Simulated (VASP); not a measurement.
Given:

```
TaS2
1.0
    3.32098     0.00000     0.00000
   -1.66049     2.87605     0.00000
    0.00000     0.00000     6.03016
Ta S
1 2
Direct
  0.00000   0.00000   0.00000
  0.33333   0.66667   0.25529
  0.66667   0.33333   0.74471
```

Method: PBEsol GGA, VASP's PBE PAW potentials (set 64) (plane waves; VASP). Numerical set-up: 400 eV cut-off, Gaussian smearing of 0.050 eV, potentials Ta_pv S.

Without a dispersion term in the relaxation, distances and binding between the weakly bound layers, chains or molecules are unreliable, and so is what depends on them.

Give the energies of bands 6 to 14 at the high-symmetry points, in eV from the Fermi level.

```tsv
band	Γ	M	K	A	L	H
6	-6.97	-6.88	-5.67	-5.77	-6.93	-5.41
7	-3.77	-4.65	-5.37	-3.75	-5.23	-5.41
8	-3.77	-4.47	-5.37	-3.75	-4.41	-5.35
9	-1.42	-3.77	-3.73	-3.66	-3.90	-3.78
10	-0.53	-3.39	-3.73	-0.66	-2.24	-3.54
11	-0.53	-1.99	-3.21	-0.66	-1.72	-3.54
12	-0.06	-0.96	1.54	0.17	-1.41	1.32
13	0.19	2.69	2.04	0.17	2.69	1.32
14	0.19	3.28	2.04	1.00	3.28	1.58
```

It has no gap at this level: it comes out as a metal or semimetal.

The structure comes from a measured TaS2 entry (P-3m1) of the Crystallography Open Database, whose conditions weren't checked. It was relaxed first. The electron count is odd and the run is not spin-polarised, which forces a metal.
